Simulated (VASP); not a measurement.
All values below come from PBE GGA with D4 dispersion, VASP's PBE PAW potentials (set 64) (plane waves; VASP).

The input files of a VASP run:

### KPOINTS
```
Automatic mesh
0
Gamma
4 4 4
0 0 0
```

### INCAR
```
! general
SYSTEM   =  CsPbCl3
PREC     =  Accurate
ENCUT    =  520
LREAL    =  .False.
LASPH    =  .True.

! electronic loop
EDIFF    =  1E-7
NELM     =  100
ALGO     =  Normal
LMAXMIX  =  4

! smearing
ISMEAR   =  0
SIGMA    =  0.05

! functional
GGA      =  PE
IVDW     =  13

! ions
ISIF     =  2

! output
LWAVE    =  .False.
LCHARG   =  .False.
```

File POSCAR:
```
CsPbCl3
1
    5.6731495167     0.0000000000     0.0000000000
    0.0000000000     5.6731495167     0.0000000000
    0.0000000000     0.0000000000     5.6731495167
Cs Pb Cl
1 1 3
Direct
  0.0000000000   0.0000000000   0.0000000000
  0.5000000000   0.5000000000   0.5000000000
  0.5000000000   0.0000000000   0.5000000000
  0.0000000000   0.5000000000   0.5000000000
  0.5000000000   0.5000000000   0.0000000000
```

POTCAR, in this order: Cs_sv Pb_d Cl (PBE.64 set). Program: vasp_std.

Output

File OSZICAR:
```
       N       E                     dE             d eps       ncg     rms          rms(c)
DAV:   1     0.419883701232E+03    0.41988E+03   -0.19281E+04   520   0.153E+03
DAV:   2     0.299003032700E+02   -0.38998E+03   -0.38275E+03   650   0.351E+02
DAV:   3    -0.164947201248E+02   -0.46395E+02   -0.46103E+02   638   0.131E+02
DAV:   4    -0.184135540780E+02   -0.19188E+01   -0.19146E+01   712   0.344E+01
DAV:   5    -0.184538896306E+02   -0.40336E-01   -0.40314E-01   676   0.392E+00    0.512E+00
DAV:   6    -0.175628332108E+02    0.89106E+00   -0.19032E+00   726   0.145E+01    0.342E+00
DAV:   7    -0.175188792855E+02    0.43954E-01   -0.69053E-01   778   0.498E+00    0.187E+00
DAV:   8    -0.175333131245E+02   -0.14434E-01   -0.84286E-02   738   0.250E+00    0.268E-01
DAV:   9    -0.175319947197E+02    0.13184E-02   -0.21247E-02   734   0.114E+00    0.138E-01
DAV:  10    -0.175325507779E+02   -0.55606E-03   -0.20689E-03   606   0.297E-01    0.505E-02
DAV:  11    -0.175326472766E+02   -0.96499E-04   -0.21056E-04   730   0.116E-01    0.159E-02
DAV:  12    -0.175326511167E+02   -0.38400E-05   -0.30698E-05   694   0.678E-02    0.946E-03
DAV:  13    -0.175326501751E+02    0.94156E-06   -0.40858E-06   646   0.122E-02    0.207E-03
DAV:  14    -0.175326502667E+02   -0.91573E-07   -0.69711E-07   616   0.803E-03
   1 F= -.18416181E+02 E0= -.18416181E+02  d E =-.169597E-16
```

File OUTCAR:
```
------------------------ aborting loop because EDIFF is reached ----------------------------------------
  Edisp (eV):   -0.88353
  FORCE on cell =-STRESS in cart. coord.  units (eV):
  Direction    XX          YY          ZZ          XY          YZ          ZX
  --------------------------------------------------------------------------------------
  Total       0.09489     0.09489     0.09489    -0.00000     0.00000    -0.00000
  in kB       0.83260     0.83260     0.83260    -0.00000     0.00000    -0.00000
  external pressure =        0.83 kB  Pullay stress =        0.00 kB
  volume of cell :      182.59
      direct lattice vectors                 reciprocal lattice vectors
     5.673149517  0.000000000  0.000000000     0.176268931  0.000000000  0.000000000
     0.000000000  5.673149517  0.000000000     0.000000000  0.176268931  0.000000000
     0.000000000  0.000000000  5.673149517     0.000000000  0.000000000  0.176268931
 POSITION                                       TOTAL-FORCE (eV/Angst)
 -----------------------------------------------------------------------------------
      0.00000      0.00000      0.00000         0.000000      0.000000      0.000000
      2.83657      2.83657      2.83657         0.000000      0.000000      0.000000
      2.83657      0.00000      2.83657         0.000000      0.000000      0.000000
      0.00000      2.83657      2.83657         0.000000      0.000000      0.000000
      2.83657      2.83657      0.00000         0.000000      0.000000      0.000000
 -----------------------------------------------------------------------------------
    total drift:                                0.000000     -0.000000     -0.000000
  FREE ENERGIE OF THE ION-ELECTRON SYSTEM (eV)
  ---------------------------------------------------
  free  energy   TOTEN  =       -18.4161807474 eV

  energy  without entropy=      -18.4161807474  energy(sigma->0) =      -18.41618075
```
(Selected blocks of OUTCAR.)

The compound is CsPbCl3 in the cubic perovskite structure, the ideal cubic form; the compound distorts at low or room temperature. It was relaxed first.
